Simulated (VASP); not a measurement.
# Nb2B5 (Fd-3m) in VASP: single point with PBE

Aim: the single point of Nb2B5 with PBE.

Program: VASP 6.6.1. These are calculated values, not measurements. Logs are shortened: lines on timing, memory, paths and dates and some standing lists are left out, and cuts for length are marked.

## (1) The structure

Symmetry: Fd-3m, No. 227, cubic system. Conventional cell: a = 8.787 Å, b = 8.787 Å, c = 8.787 Å, α = 90.00°, β = 90.00°, γ = 90.00°. Nb (site symmetry -3m) is surrounded by 6 B at 2.35 Å. B (site symmetry -43m) is surrounded by 4 B at 1.66 Å. B (site symmetry 3m) has 1 B at 1.66 Å as nearest neighbours.

The cell was built by a generator and needn't be a form met in nature.

## (2) Single point, PBE

INCAR

```
SYSTEM = Nb2B5
ALGO = Fast
EDIFF = 1E-7
ENCUT = 520
GGA = PE
ISIF = 2
ISMEAR = 0
LASPH = .TRUE.
LCHARG = .FALSE.
LREAL = .FALSE.
LWAVE = .FALSE.
NBANDS = 54
NELM = 100
PREC = Accurate
SIGMA = 0.1
```

KPOINTS

```
k-points
0
G
  8 8 8
  0 0 0
```

POSCAR

```
Nb2B5
1.0
    0.0000000000      4.3932736692      4.3932736692
    4.3932736692      0.0000000000      4.3932736692
    4.3932736692      4.3932736692      0.0000000000
Nb B
4 10
Direct
    0.6250000000      0.6250000000      0.6250000000
    0.1250000000      0.6250000000      0.6250000000
    0.6250000000      0.6250000000      0.1250000000
    0.6250000000      0.1250000000      0.6250000000
    0.2500000000      0.2500000000      0.2500000000
    0.0000000000      0.0000000000      0.0000000000
    0.3590388550      0.3590388550      0.3590388550
    0.3271165650      0.8909611450      0.8909611450
    0.3590388550      0.3590388550      0.9228834350
    0.8909611450      0.3271165650      0.8909611450
    0.9228834350      0.3590388550      0.3590388550
    0.8909611450      0.8909611450      0.8909611450
    0.3590388550      0.9228834350      0.3590388550
    0.8909611450      0.8909611450      0.3271165650
```

Potentials or basis: VASP PAW PBE potentials, release 64 (Nb_sv, B).

Launch:

```
cat potpaw_PBE.64/Nb_sv/POTCAR potpaw_PBE.64/B/POTCAR > POTCAR
mpirun -np 1 vasp_std > vasp.out
```

OUTCAR:

```text
SYSTEM = Nb2B5
   EDIFF = 1E-7
   ENCUT = 520
   GGA = PE
   ISIF = 2
   ISMEAR = 0
   LASPH = .TRUE.
   LREAL = .FALSE.
   NELM = 100
   PREC = Accurate

 ion  position               nearest neighbor table
   1  0.625  0.625  0.625-   8 2.35   9 2.35  10 2.35  11 2.35  13 2.35  14 2.35
   2  0.125  0.625  0.625-   7 2.35  12 2.35  10 2.35   9 2.35  13 2.35  14 2.35
   3  0.625  0.625  0.125-   7 2.35  12 2.35  10 2.35  11 2.35   8 2.35  13 2.35
   4  0.625  0.125  0.625-   7 2.35  12 2.35   9 2.35  11 2.35   8 2.35  14 2.35
   5  0.250  0.250  0.250-   9 1.66  11 1.66  13 1.66   7 1.66
   6  0.000  0.000  0.000-   8 1.66  10 1.66  14 1.66  12 1.66
   7  0.359  0.359  0.359-   5 1.66   4 2.35   2 2.35   3 2.35
   8  0.327  0.891  0.891-   6 1.66   1 2.35   4 2.35   3 2.35
   9  0.359  0.359  0.923-   5 1.66   1 2.35   4 2.35   2 2.35
  10  0.891  0.327  0.891-   6 1.66   1 2.35   3 2.35   2 2.35
  11  0.923  0.359  0.359-   5 1.66   1 2.35   4 2.35   3 2.35
  12  0.891  0.891  0.891-   6 1.66   4 2.35   2 2.35   3 2.35
  13  0.359  0.923  0.359-   5 1.66   1 2.35   3 2.35   2 2.35
  14  0.891  0.891  0.327-   6 1.66   1 2.35   4 2.35   2 2.35

  LATTYP: Found a face centered cubic cell.
 ALAT       =     8.7865473384

  Lattice vectors:

 A1 = (   0.0000000000,   4.3932736692,   4.3932736692)
 A2 = (   4.3932736692,   0.0000000000,   4.3932736692)
 A3 = (   4.3932736692,   4.3932736692,   0.0000000000)

Analysis of symmetry for initial positions (statically):
=====================================================================
 Subroutine PRICEL returns:
 Original cell was already a primitive cell.

 Routine SETGRP: Setting up the symmetry group for a
 face centered cubic supercell.

 Subroutine GETGRP returns: Found 48 space group operations
 (whereof 24 operations were pure point group operations)
 out of a pool of 48 trial point group operations.

The static configuration has the point symmetry T_d .
 The point group associated with its full space group is O_h .

Analysis of symmetry for dynamics (positions and initial velocities):
=====================================================================
 Subroutine PRICEL returns:
 Original cell was already a primitive cell.

 Routine SETGRP: Setting up the symmetry group for a
 face centered cubic supercell.

 Subroutine GETGRP returns: Found 48 space group operations
 (whereof 24 operations were pure point group operations)
 out of a pool of 48 trial point group operations.

The dynamic configuration has the point symmetry T_d .
 The point group associated with its full space group is O_h .

 Subroutine INISYM returns: Found 48 space group operations
 (whereof 24 operations are pure point group operations),
 and found     1 'primitive' translations

----------------------------------------------------------------------------------------

                                     Primitive cell

  volume of cell :     169.5879

  direct lattice vectors                    reciprocal lattice vectors
     0.000000000  4.393273669  4.393273669    -0.113810347  0.113810347  0.113810347
     4.393273669  0.000000000  4.393273669     0.113810347 -0.113810347  0.113810347
     4.393273669  4.393273669  0.000000000     0.113810347  0.113810347 -0.113810347

  length of vectors
     6.213027206  6.213027206  6.213027206     0.197125303  0.197125303  0.197125303

  position of ions in fractional coordinates (direct lattice)
     0.625000000  0.625000000  0.625000000
     0.125000000  0.625000000  0.625000000
     0.625000000  0.625000000  0.125000000
     0.625000000  0.125000000  0.625000000
     0.250000000  0.250000000  0.250000000
     0.000000000  0.000000000  0.000000000
     0.359038855  0.359038855  0.359038855
     0.327116565  0.890961145  0.890961145
     0.359038855  0.359038855  0.922883435
     0.890961145  0.327116565  0.890961145
     0.922883435  0.359038855  0.359038855
     0.890961145  0.890961145  0.890961145
     0.359038855  0.922883435  0.359038855
     0.890961145  0.890961145  0.327116565

  ion indices of the primitive-cell ions
   primitive index   ion index
                 1           1
                 2           2
                 3           3
                 4           4
                 5           5
                 6           6
                 7           7
                 8           8
                 9           9
                10          10
                11          11
                12          12
                13          13
                14          14

----------------------------------------------------------------------------------------

 KPOINTS: k-points

Automatic generation of k-mesh.
 Grid dimensions read from file:
 generate k-points for:    8    8    8

 Generating k-lattice:

  Cartesian coordinates                     Fractional coordinates (reciprocal lattice)
    -0.014226293  0.014226293  0.014226293     0.125000000  0.000000000  0.000000000
     0.014226293 -0.014226293  0.014226293     0.000000000  0.125000000  0.000000000
     0.014226293  0.014226293 -0.014226293     0.000000000  0.000000000  0.125000000

  Length of vectors
     0.024640663  0.024640663  0.024640663

  Shift w.r.t. Gamma in fractional coordinates (k-lattice)
     0.000000000  0.000000000  0.000000000

 Subroutine IBZKPT returns following result:
 ===========================================

 Found     29 irreducible k-points:

 Following reciprocal coordinates:
            Coordinates               Weight
  0.000000  0.000000  0.000000      1.000000
  0.125000  0.000000  0.000000      8.000000
  0.250000  0.000000  0.000000      8.000000
  0.375000  0.000000  0.000000      8.000000
  0.500000  0.000000  0.000000      4.000000
  0.125000  0.125000  0.000000      6.000000
[... 16 lines left out ...]
  0.500000  0.250000  0.125000     48.000000
 -0.375000  0.250000  0.125000     24.000000
 [... further k-points ...]
   k-points           NKPTS =     29   k-points in BZ     NKDIM =     29   number of bands    NBANDS=     54
   number of dos      NEDOS =    301   number of ions     NIONS =     14
   total plane-waves  NPLWV = 110592
   dimension x,y,z NGX =    48 NGY =   48 NGZ =   48
   dimension x,y,z NGXF=    96 NGYF=   96 NGZF=   96
   ions per type =               4  10
   NGX,Y,Z   is equivalent  to a cutoff of  12.84, 12.84, 12.84 a.u.
   NGXF,Y,Z  is equivalent  to a cutoff of  25.69, 25.69, 25.69 a.u.
 SYSTEM =  Nb2B5
   PREC   = accura    normal or accurate (medium, high low for compatibility)
   ISTART =      0    job   : 0-new  1-cont  2-samecut
   ICHARG =      2    charge: 1-file 2-atom 10-const
   ISPIN  =      1    spin polarized calculation?
   LNONCOLLINEAR =      F non collinear calculations
   LSORBIT =      F    spin-orbit coupling
   LASPH  =      T    aspherical Exc in radial PAW
   ENCUT  =  520.0 eV  38.22 Ry    6.18 a.u.  11.55 11.55 11.55*2*pi/ulx,y,z
   NELM   =    100;   NELMIN=  2; NELMDL= -5     # of ELM steps
   EDIFF  = 0.1E-06   stopping-criterion for ELM
   LREAL  =      F    real-space projection
   EDIFFG = 0.1E-05   stopping-criterion for IOM
   NSW    =      0    number of steps for IOM
   IBRION =     -1    ionic relax: 0-MD 1-quasi-New 2-CG
   NFREE  =      0    steps in history (QN), initial steepest desc. (CG)
   ISIF   =      2    stress and relaxation
   ISYM   =      2    0-nonsym 1-usesym 2-fastsym
   POTIM  = 0.5000    time-step for ionic-motion
   TEBEG  =    0.0;   TEEND  =   0.0 temperature during run
   PSTRESS=    0.0 pullay stress
   NELECT =      82.0000    total number of electrons
   NUPDOWN=      -1.0000    fix difference up-down
   EMIN   =  10.00;   EMAX   =-10.00  energy-range for DOS
   EFERMI =   0.00;   METHOD = LEGACY
   ISMEAR =     0;   SIGMA  =   0.10  broadening in eV -4-tet -1-fermi 0-gaus
   EFERMI_NEDOS =   21; number of points for ismear=-14 and -15
   IALGO  =     68    algorithm
   IMIX   =      4    mixing-type and parameters
     AMIX     =   0.40;   BMIX     =  1.00
     AMIX_MAG =   1.60;   BMIX_MAG =  1.00
  volume/ion in A,a.u.               =      12.11        81.75
  Fermi-wavevector in a.u.,A,eV,Ry     =   1.284935  2.428175 22.464011  1.651058
  Thomas-Fermi vector in A             =   2.417099
   LORBIT       =      0    0 simple, 1 ext, 2 COOP (PROOUT), +10 PAW based schemes
   GGA     = PE    functional components
   LHFCALC =     F    Hartree Fock is set to
   AEXX    =    0.0000 exact exchange contribution
   IVDW    =     0    specifies the selected vdW correction
   LEPSILON=     F    determine dielectric tensor
   LRPA    =     F    only Hartree local field effects (RPA)
 non-spin polarized calculation
 RMM-DIIS sequential band-by-band and
 Gauss-broadening in eV      SIGMA  =   0.10
  energy-cutoff  :      520.00
  volume of cell :      169.59
 maximum number of plane-waves:      4586
 NGX is ok and might be reduce to    48
   NGX = 23   NGY = 23   NGZ = 23

 number of electron      82.0000006 magnetization

 Free energy of the ion-electron system (eV)
  ---------------------------------------------------
  ext. energy  EPLUGINS =         0.00000000
  ---------------------------------------------------
  free energy    TOTEN  =       -96.78046562 eV

  energy without entropy =      -96.74901811  energy(sigma->0) =      -96.76474186

 E-fermi :   6.5156     XC(G=0): -11.3213

 val. band max:        6.4865547309   @ k =   0.3750   0.3750   0.0000
 cond. band min:       6.5254653664   @ k =   0.3750   0.1250   0.0000
 fundamental gap:      0.0389106355
 Fermi energy:         6.5155943558

 k-point     1 :       0.0000    0.0000    0.0000
  band No.  band energies     occupation
      1     -47.9020      2.00000
      2     -47.8186      2.00000
      3     -47.8186      2.00000
      4     -47.8186      2.00000
      5     -24.4739      2.00000
      6     -24.1612      2.00000
[... 45 lines left out ...]
     52      11.1161      0.00000
     53      11.1236      0.00000

 k-point     2 :       0.1250    0.0000    0.0000
  band No.  band energies     occupation
      1     -47.8997      2.00000
      2     -47.8210      2.00000
      3     -47.8186      2.00000
      4     -47.8186      2.00000
      5     -24.4565      2.00000
      6     -24.1561      2.00000
[... 45 lines left out ...]
     52      11.0344      0.00000
     53      11.0601      0.00000

 k-point     3 :       0.2500    0.0000    0.0000
  band No.  band energies     occupation
      1     -47.8934      2.00000
      2     -47.8274      2.00000
      3     -47.8186      2.00000
      4     -47.8186      2.00000
      5     -24.4124      2.00000
      6     -24.1365      2.00000
[... 45 lines left out ...]
     52      10.5324      0.00000
     53      10.8646      0.00000
[... 1065 lines left out ...]
 k-point    23 :       0.5000    0.2500    0.1250
  band No.  band energies     occupation
      1     -47.8797      2.00000
      2     -47.8412      2.00000
      3     -47.8186      2.00000
      4     -47.8186      2.00000
      5     -24.3213      2.00000
      6     -24.1337      2.00000
[... 45 lines left out ...]
     52       9.6647      0.00000
     53      10.1515      0.00000

 k-point    24 :      -0.3750    0.2500    0.1250
  band No.  band energies     occupation
      1     -47.8752      2.00000
      2     -47.8458      2.00000
      3     -47.8186      2.00000
      4     -47.8186      2.00000
      5     -24.2987      2.00000
      6     -24.1184      2.00000
[... 45 lines left out ...]
     52       9.5975      0.00000
     53      10.2694      0.00000

 [... further k-points ...]

 [bands above 53 left out]

------------------------ aborting loop because EDIFF is reached ----------------------------------------

  FORCE on cell =-STRESS in cart. coord.  units (eV):
  Direction    XX          YY          ZZ          XY          YZ          ZX
  --------------------------------------------------------------------------------------
  -------------------------------------------------------------------------------------
  Total       -0.1880379     -0.1880379     -0.1880379      0.0000000     -0.0000000      0.0000000
  in kB       -1.7764836     -1.7764836     -1.7764836      0.0000000     -0.0000000      0.0000000
  external PRESSURE =      -1.7764836 kB  Pullay stress =       0.0000000 kB

 VOLUME and BASIS-vectors are now :
 -----------------------------------------------------------------------------
  energy-cutoff  :      520.00
  volume of cell :      169.59
      direct lattice vectors                 reciprocal lattice vectors
     0.000000000  4.393273669  4.393273669    -0.113810347  0.113810347  0.113810347
     4.393273669  0.000000000  4.393273669     0.113810347 -0.113810347  0.113810347
     4.393273669  4.393273669  0.000000000     0.113810347  0.113810347 -0.113810347

 POSITION                                       TOTAL-FORCE (eV/Angst)
 -----------------------------------------------------------------------------------
      5.49159      5.49159      5.49159         0.000000      0.000000      0.000000
      5.49159      3.29496      3.29496         0.000000      0.000000      0.000000
      3.29496      3.29496      5.49159         0.000000      0.000000      0.000000
      3.29496      5.49159      3.29496         0.000000      0.000000      0.000000
      2.19664      2.19664      2.19664         0.000000      0.000000      0.000000
      0.00000      0.00000      0.00000         0.000000      0.000000      0.000000
      3.15471      3.15471      3.15471         0.009336      0.009336      0.009336
      7.82847      5.35135      5.35135        -0.009336      0.009336      0.009336
      5.63184      5.63184      3.15471        -0.009336     -0.009336      0.009336
      5.35135      7.82847      5.35135         0.009336     -0.009336      0.009336
      3.15471      5.63184      5.63184         0.009336     -0.009336     -0.009336
      7.82847      7.82847      7.82847        -0.009336     -0.009336     -0.009336
      5.63184      3.15471      5.63184        -0.009336      0.009336     -0.009336
      5.35135      5.35135      7.82847         0.009336      0.009336     -0.009336
 -----------------------------------------------------------------------------------
    total drift:                                0.000000      0.000000     -0.000000

  FREE ENERGIE OF THE ION-ELECTRON SYSTEM (eV)
  ---------------------------------------------------
  free  energy   TOTEN  =       -96.7804656152 eV

  energy  without entropy=      -96.7490181067  energy(sigma->0) =      -96.76474186
```

Wall time 13 min (1 thread of AMD EPYC 7R13 (Zen 3), shared host); peak memory 0.4 GiB.

Results:

```
Free energy            : -96.7805 eV
Pressure               : -0.2 GPa
Largest force          : 0.016 eV/Å
Band gap on the k mesh : none (metal or under the smearing width)
```

Forces on the atoms (eV/Å):
```
Nb   0.000  0.000  0.000
Nb   0.000  0.000  0.000
Nb   0.000  0.000  0.000
Nb   0.000  0.000  0.000
B    0.000  0.000  0.000
B    0.000  0.000  0.000
B    0.009  0.009  0.009
B   -0.009  0.009  0.009
B   -0.009 -0.009  0.009
B    0.009 -0.009  0.009
B    0.009 -0.009 -0.009
B   -0.009 -0.009 -0.009
B   -0.009  0.009 -0.009
B    0.009  0.009 -0.009
```

Levels at points of the mesh, in eV from the Fermi level:
| k point | band 38 | band 39 | band 40 | band 41 | band 42 | band 43 | band 44 | band 45 |
| --- | --- | --- | --- | --- | --- | --- | --- | --- |
| (0.00, 0.00, 0.00) | -0.64 | -0.64 | -0.64 | -0.24 | -0.24 | -0.24 | 0.32 | 0.32 |
| (0.50, 0.00, 0.00) | -0.68 | -0.68 | -0.61 | -0.36 | 0.16 | 0.55 | 0.55 | 0.91 |
| (0.50, 0.50, 0.00) | -0.48 | -0.40 | -0.40 | -0.03 | -0.03 | 0.05 | 0.05 | 0.43 |
